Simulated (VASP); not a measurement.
Input:

```yaml
crystal:
  lattice:
    - [0.00000, 3.92926, 3.92926]
    - [3.92926, 0.00000, 3.92926]
    - [3.92926, 3.92926, 0.00000]
  atoms:
    - { symbol: K, position: [0.00000, 0.00000, 0.00000] }
    - { symbol: I, position: [0.25000, 0.25000, 0.25000] }
```

Calculation: PBEsol GGA, VASP's PBE PAW potentials (set 64) (plane waves; VASP). Run with 400 eV cut-off, 7×7×7 Γ-centred mesh, tetrahedra with Blöchl corrections, potentials K_sv I.

Estimate the energy per atom (σ→0).

| Property | Value |
|---|---|
| energy per atom (σ→0) | -2.792 eV/atom |

Total energies compare only between runs with the same potentials, cut-off and functional.

The structure was generated: KI was put into the zinc blende type (F-43m), which need not be its known phase. It was relaxed first.
